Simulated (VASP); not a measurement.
A run of VASP 6.6.1:

The input INCAR:

```
ALGO = Normal
EDIFF = 1E-7
EDIFFG = -0.005
ENCUT = 600
GGA = PE
IBRION = 2
ISIF = 3
ISMEAR = 0
LASPH = True
LCHARG = False
LREAL = False
LWAVE = False
NELM = 80
NSW = 90
PREC = Accurate
SIGMA = 0.03
```

File KPOINTS:

```
k-points
0
Gamma
  10 10 10
```

Contents of POSCAR:

```
SnTe                                    
1.0
    0.0000000000      3.2051809016      3.2051809016
    3.2051809016      0.0000000000      3.2051809016
    3.2051809016      3.2051809016      0.0000000000
  Sn              Te            
     1     1
Direct
     0.0000000000000000    0.0000000000000000    0.0000000000000000
     0.5000000000000000    0.5000000000000000    0.5000000000000000
```

Potentials or basis: VASP PAW PBE potentials, release 64 (Sn_d, Te).

Launch:

```bash
$ cat potpaw_PBE.64/Sn_d/POTCAR potpaw_PBE.64/Te/POTCAR > POTCAR
$ mpirun -np 1 vasp_std > vasp.out
```

Hardware: 1 thread of Intel(R) Xeon(R) Platinum 8375C CPU @ 2.90GHz (Ice Lake) (shared host).

Estimate the wall time of this run.

It took 63 s on 1 thread of Intel(R) Xeon(R) Platinum 8375C CPU @ 2.90GHz (Ice Lake), on a shared host, peak memory 0.23 GiB. Counts: scf iterations 14, k points 47, ion steps 1.
